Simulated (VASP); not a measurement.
A run of VASP 6.6.1:

INCAR

```
PREC     = Accurate       # precision mode
ENCUT    = 520            # plane-wave cutoff, eV
EDIFF    = 1E-7           # SCF threshold, eV
ISMEAR   = 0              # smearing method
SIGMA    = 0.1            # smearing width, eV
LREAL    = F              # projectors in reciprocal space
LASPH    = T              # aspherical terms in the spheres
NELM     = 60             # most SCF steps
ALGO     = Fast           # electronic algorithm
ISIF     = 2              # what is computed and relaxed
LWAVE    = F              # write WAVECAR
LCHARG   = F              # write CHGCAR
GGA      = PE             # functional
NBANDS   = 16             # bands
```

KPOINTS

```
regular mesh
0
Gamma
  4 4 4
```

The input POSCAR:

```
RbMg3
1.0
    4.3997470400      0.0000000000      0.0000000000
    0.0000000000      4.3997470400      0.0000000000
    0.0000000000      0.0000000000      4.3997470400
Rb Mg
1 3
Direct
    0.0000000000      0.0000000000      0.0000000000
    0.5000000000      0.0000000000      0.5000000000
    0.0000000000      0.5000000000      0.5000000000
    0.5000000000      0.5000000000      0.0000000000
```

Potentials or basis: VASP PAW PBE potentials, release 64 (Rb_sv, Mg).

The run is started by

```sh
$ cat potpaw_PBE.64/Rb_sv/POTCAR potpaw_PBE.64/Mg/POTCAR > POTCAR
$ mpirun -np 1 vasp_std > vasp.out
```

Hardware: 1 thread of Intel(R) Xeon(R) Platinum 8488C (Sapphire Rapids) (shared host).

Q: How long does it take, and how much memory?

A: Wall time 13 s on 1 thread of Intel(R) Xeon(R) Platinum 8488C (Sapphire Rapids), on a shared host, peak memory 0.19 GiB. Counts: scf iterations 16, k points 10.
